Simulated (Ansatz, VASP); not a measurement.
**BeAu: VASP beside Ansatz**

One calculation is typed for both programs; each brings its own data sets. How far apart do they land? The cell is taken from a series of runs on this material, whose earlier steps may have relaxed, scaled, displaced or heated it; both programs get it as it stands.

Method: plane waves, with VASP 6.6.1 beside it; relaxation of cell and atoms at PBEsol, in Ansatz 0.2.0.

## (1) Starting point

Symmetry: P2_13, No. 198, cubic system. The conventional cell has a = 4.660 Å, b = 4.660 Å, c = 4.660 Å, α = 90.00°, β = 90.00°, γ = 90.00°. Be has 7 Au at 2.49 to 2.50 Å nearest. Nearest to Au lie 7 Be at 2.49 to 2.50 Å. Farther neighbours are not listed.

## (2) Ansatz: relaxation of cell and atoms, PBEsol

Ansatz runs on its default PAW (the set named soft_2) files.

The relaxed volume is the usual yardstick between codes: in a stiff, nearly cubic crystal its relative difference is about their pressure difference at one cell divided by the bulk modulus.

File input.yaml:

```yaml
crystal:
  lattice:
    - [4.660378817, 0.0, 0.0]
    - [0.0, 4.660378817, 0.0]
    - [0.0, 0.0, 4.660378817]
  atoms:
    - { symbol: Be, position: [0.8460284857, 0.8460284857, 0.8460284857] }
    - { symbol: Be, position: [0.6539715143, 0.1539715143, 0.3460284857] }
    - { symbol: Be, position: [0.3460284857, 0.6539715143, 0.1539715143] }
    - { symbol: Be, position: [0.1539715143, 0.3460284857, 0.6539715143] }
    - { symbol: Au, position: [0.1543662124, 0.1543662124, 0.1543662124] }
    - { symbol: Au, position: [0.3456337876, 0.8456337876, 0.6543662124] }
    - { symbol: Au, position: [0.6543662124, 0.3456337876, 0.8456337876] }
    - { symbol: Au, position: [0.8456337876, 0.6543662124, 0.3456337876] }
kpoints:
  mp_grid: { grid: [6, 6, 6] }
hamiltonian:
  xc: pbesol
scf:
  occupations: { method: methfessel_paxton, width: 0.2 }
output:
  forces: true
  stress: true
  eigenvalues: true
relax:
  adjacent_minimum: "off"
  f_tol: 0.001
  max_steps: 60
  cell: { stress_tol: 0.01 }
```

Run with:

```bash
ansatz run input.yaml --threads 16 --pin off --max-ram 61440MiB --backend cuda --events-out ev --progress --plain --runs-dir out
```

Numbers of over 12 decimals in the logs are rounded to 6 here.

What it wrote:

```text
Engine: ansatz 0.2.0, aarch64-unknown-linux-gnu
Pseudopotentials: kind: paw
Pseudopotential: Be, paw, valence charge 2, recommended cutoff 420 eV (normal), Be.paw.azcp
Pseudopotential: Au, paw, valence charge 19, recommended cutoff 420 eV (normal), Au.paw.azcp
Functional definition: PBEsol
  exchange = pbesol_x
  correlation = pbesol_c
[...]
Crystal: 8 atoms, lattice volume = 101.219 Å³
Basis set: ecut = 420 eV, 1935 PW (Γ), exchange–correlation on 64×64×64 points (8 copies of the dense FFT grid, shifted against one another)
Bands: 51, of which v1, the nominal top of the filled ones, is band 42 counted from 1 (41 counted from 0)
Symmetry: 12 space group operations
Space group: P213 (ITA 198), of the structure as read, at distance tolerance 4.7e-5 Å
k-points: 24 of 216 (time reversal used)
Non-local potential: Be, projectors of the file, l = 0: 2, l = 1: 2, l = 2: 1
Non-local potential: Au, projectors of the file, l = 0: 3, l = 1: 2, l = 2: 2, l = 3: 1
PAW form: soft (Blöchl's): semilocal exchange-correlation on the pseudo side does not see the compensation charge
PAW frozen core: Be, regenerated for the run's functional, and the local potential with it (the file was generated under x = pbe(κ = 0.804, μ = 0.219515), c = pbe(β = 0.066725))
PAW frozen core: Au, regenerated for the run's functional, and the local potential with it (the file was generated under x = pbe(κ = 0.804, μ = 0.219515), c = pbe(β = 0.066725))
PAW one-centre angular grid: Be, 110 points (default); XC on 64 Gauss nodes
PAW one-centre angular grid: Au, 590 points (default); XC on 64 Gauss nodes
Initial density: superposition of atomic densities (neutral atoms: chi_scale 0, normalization atom), corrected by the library's trained network
Initial wavefunctions: pseudopotential atomic-orbital guess
[...]
Functional: x = pbesol(κ = 0.804, μ = 0.123457), c = pbesol(β = 0.046)
SCF iter   1: F=—  HF=-52391.447738 eV  |F-HF|=—  |Δ(HF+E_count)|=         —  Δρ=4.45e-3  dr2=1.12e-2  ethr=1.77e-3  ⟨swp⟩=7.5  Hψ=5067  notcnv=0
preconditioner: auto → Kerker (q_TF=auto, 2.645 Å⁻¹)  [metal: Δε(μ)=0.082 eV  Ē_g=9.569 eV  σ=0.200 eV  W_gap=0.32  n_scr=26 (ndim 8)  ℏωp=26.6 eV  f_vac=0.000  D(μ)=1.93/eV (n_scr^D=6)]
SCF iter   2: F=—  HF=-52391.443824 eV  |F-HF|=—  |Δ(HF+E_count)|=   3.91e-3  S|Δr|=    0.00e0  Δρ=2.39e-3  dr2=3.45e-3  ethr=1.33e-5  ⟨swp⟩=2.2  Hψ=1951  notcnv=0
[...]
SCF iter   6: F=-52391.444040 eV  HF=-52391.444040 eV  |F-HF|=3.05e-9  |Δ(HF+E_count)|=   4.35e-7  S|Δr|=    0.00e0  Δρ=4.96e-6  dr2=1.87e-8  ethr=1.19e-10  ⟨swp⟩=4.1  Hψ=5944  notcnv=0
SCF 1 converged in 6 iterations: F = -52391.444040 eV  dr2 = 1.87e-8
  greatest PAW one-centre occupation: 1.001 electrons in one spin orbital (limit 2), on the Au atom at site 5 (counted from 0), in its partial waves of l = 0
relax step   1: F+E_penalty+E_count = -52391.44403983 eV  Δ(F+E_penalty+E_count) = +0.000e0 eV  max|allowed force component| = 3.674e-3 eV/Å  Δτ_max = 0.0000 Å  P = +0.001 GPa  Ω = 101.219 Å³  (6 SCF iters, dr2 threshold 1.00e-7 eV, accepted)
[...]
relax step   2: F+E_penalty+E_count = -52391.44405449 eV  Δ(F+E_penalty+E_count) = -1.466e-5 eV  max|allowed force component| = 2.062e-3 eV/Å  Δτ_max = 0.0008 Å  P = +0.001 GPa  Ω = 101.221 Å³  energy of the carried Pulay correction = -4.673e-7 eV  (5 SCF iters, dr2 threshold 8.43e-10 eV, accepted)
[...]
relax step   3: F+E_penalty+E_count = -52391.44406103 eV  Δ(F+E_penalty+E_count) = -6.545e-6 eV  max|allowed force component| = 5.169e-4 eV/Å  Δτ_max = 0.0010 Å  P = -0.000 GPa  Ω = 101.224 Å³  energy of the carried Pulay correction = -1.242e-6 eV  (6 SCF iters, dr2 threshold 2.66e-10 eV, accepted)
[...]
relax step   4: F+E_penalty+E_count = -52391.44406103 eV  Δ(F+E_penalty+E_count) = -2.910e-11 eV  max|allowed force component| = 5.169e-4 eV/Å  Δτ_max = 0.0000 Å  P = -0.000 GPa  Ω = 101.224 Å³  stress off target by 8.58e-5 GPa  SCF on the basis re-selected at this cell (its energy is not comparable with the rows above)  (4 SCF iters)
[...]
SCF converged after 4 iterations
[...]
Free energy (F): -52391.444061 eV
Harris-Foulkes:  -52391.444061 eV  (|F-HF|=2.91e-11)
Internal energy: -52391.439353 eV  (E = F + TS)
E sigma→0 (E₀):  -52391.442884 eV
Entropy (-TS):   -0.004708 eV (-0.589 meV/atom)
Fermi energy:    16.847260 eV
--- Per-component energies (eV) ---
  E_band       = -1103.039595
  E_kinetic    = 2493.954770
  E_local      = -8884.705872  (includes V_loc(G=0)·N_el)
  E_nonlocal   = 314.544437
  E_hartree    = 3804.920031
  E_xc         = -988.533952
  E_vxc        = -1186.959167  (∫ρ·V_xc dr)
  E_paw        = -38484.432452  (= ΣΔE_a)
  E_vpaw       = -1449.719309  (= ΣTr[D̂ρ^β])
  E_aug_tail   = 0.005469  (compensation charges beyond the density's cutoff)
  E_ewald      = -10648.467824
  E_core_change = 1.276042  (= ΣΔE_core)
  E_smearing   = -0.004708  (= −TS)
  E_closure    = 0.000000  (closes the sum)
  Σ components = -52391.444061   (vs F -52391.444061, Δ=0.00e0)
--- Forces (eV/Å), atoms counted from 1 ---
  atom   1  Be     0.00051685     0.00051685     0.00051685
  atom   2  Be    -0.00051685    -0.00051685     0.00051685
  atom   3  Be     0.00051685    -0.00051685    -0.00051685
  atom   4  Be    -0.00051685     0.00051685    -0.00051685
  atom   5  Au    -0.00003755    -0.00003755    -0.00003755
  atom   6  Au     0.00003755     0.00003755    -0.00003755
  atom   7  Au    -0.00003755     0.00003755     0.00003755
  atom   8  Au     0.00003755    -0.00003755     0.00003755
  max |Σ_I F_I| component: 3.47e-17 eV/Å
--- Stress (GPa, compression-positive) ---
       -0.000086       0.000000       0.000000
        0.000000      -0.000086       0.000000
        0.000000       0.000000      -0.000086
  P = ⅓ Tr σ = -0.0001 GPa (-0.001 kbar)
--- Band table (eV; the first three rows and the last of 24) ---
  k-point 0: bands = [... 38 lower, 14.5082, 14.5082, 16.4155, 16.4155, 16.4155, 21.2078, 21.2078, 21.5262, ... 5 higher]
  k-point 1: bands = [... 38 lower, 14.5407, 15.1786, 15.9800, 16.2845, 17.8553, 20.2965, 20.3278, 20.5052, ... 5 higher]
  k-point 2: bands = [... 38 lower, 14.8278, 15.0247, 16.0583, 16.4279, 18.0431, 18.9866, 19.8908, 19.9593, ... 5 higher]
  k-point 23: bands = [... 38 lower, 13.3515, 13.3515, 15.1464, 15.1464, 15.1464, 15.1464, 23.7500, 23.7500, ... 5 higher]
--- Relaxed structure (3 steps of the walk, 3 accepted, 1 SCFs on fresh bases) ---
  F+E_penalty+E_count = -52391.44406103 eV   max|allowed force component| = 5.169e-4 eV/Å   (the final SCF, on the basis selected at the relaxed cell)
  cell:  # Å, volume = 101.2238 Å³
    - [4.660446, 0.0, 0]
    - [0.0, 4.660446, 0]
    - [0, 0, 4.660446]
  atoms:
    - { symbol: Be, position: [0.845976, 0.845976, 0.845976] }
    - { symbol: Be, position: [0.654024, 0.154024, 0.345976] }
    - { symbol: Be, position: [0.345976, 0.654024, 0.154024] }
    - { symbol: Be, position: [0.154024, 0.345976, 0.654024] }
    - { symbol: Au, position: [0.154150, 0.154150, 0.154150] }
    - { symbol: Au, position: [0.345850, 0.845850, 0.654150] }
    - { symbol: Au, position: [0.654150, 0.345850, 0.845850] }
    - { symbol: Au, position: [0.845850, 0.654150, 0.345850] }
```

(Part 1 of 2 ends here.)

[Lines on the potential files, build, host, timing and source positions are cut from VASP's logs without a mark.]

[Logs are printed without paths, hosts, clocks, repeated set-up lines and the standing remarks that a program may print on its own settings, such as how far it seeks lower states.]

[Hosts, paths, dates, database ids (printed as entryN), source tags and the programs' standing remarks are cut or masked in the printed files.]
